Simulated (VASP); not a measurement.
Set up this calculation in VASP 6.6.1, as the native input.

| Property | Result |
| --- | --- |
| Task | dielectric tensor |
| Functional | PBE |
| Potentials or basis | VASP PAW PBE potentials, release 64 (Mg, O) |
| Cutoff | 520 eV |
| k mesh | 10 × 10 × 10 |
| Occupations | gaussian, width 0.02 eV |
| Spin | no spin polarisation |
| Further INCAR settings | ALGO = Fast; EDIFF = 1e-08 |

The structure of MgO lies in POSCAR:

```
MgO
1.0
    0.0000000000      2.0970013927      2.0970013927
    2.0970013927      0.0000000000      2.0970013927
    2.0970013927      2.0970013927      0.0000000000
Mg O
1 1
Direct
    0.0000000000      0.0000000000      0.0000000000
    0.5000000000      0.5000000000      0.5000000000
```

The cell is a database's computed one.

These files were run (other wordings do the same):

INCAR

```
SYSTEM = MgO
ALGO     = Fast           ! electronic algorithm
EDIFF    = 1E-8           ! SCF threshold, eV
ENCUT    = 520            ! plane-wave cutoff, eV
GGA      = PE             ! functional
ISIF     = 2              ! what is computed and relaxed
ISMEAR   = 0              ! smearing method
LASPH    = .TRUE.         ! aspherical terms in the spheres
LCHARG   = .FALSE.        ! write CHGCAR
LEPSILON = .TRUE.         ! dielectric tensor by DFPT
LREAL    = .FALSE.        ! projectors in reciprocal space
LWAVE    = .FALSE.        ! write WAVECAR
NELM     = 100            ! most SCF steps
PREC     = Accurate       ! precision mode
SIGMA    = 0.02           ! smearing width, eV
```

KPOINTS

```
k-points
0
G
  10 10 10
  0 0 0
```

Potentials or basis: VASP PAW PBE potentials, release 64 (Mg, O).

Run with:

```console
$ cat potpaw_PBE.64/Mg/POTCAR potpaw_PBE.64/O/POTCAR > POTCAR
$ mpirun -np 1 vasp_std > vasp.out
```

It gave:

| Quantity | Value |
| --- | --- |
| Band gap on the k mesh | 4.85 eV, direct |
| Electronic dielectric tensor (diagonal) | 3.12 |
| Born charges (mean of the diagonal) | Mg +1.96; O -1.96 e |

Run time: 40 s on 1 thread of Intel(R) Xeon(R) Platinum 8488C (Sapphire Rapids), on a shared host, peak memory 0.18 GiB.
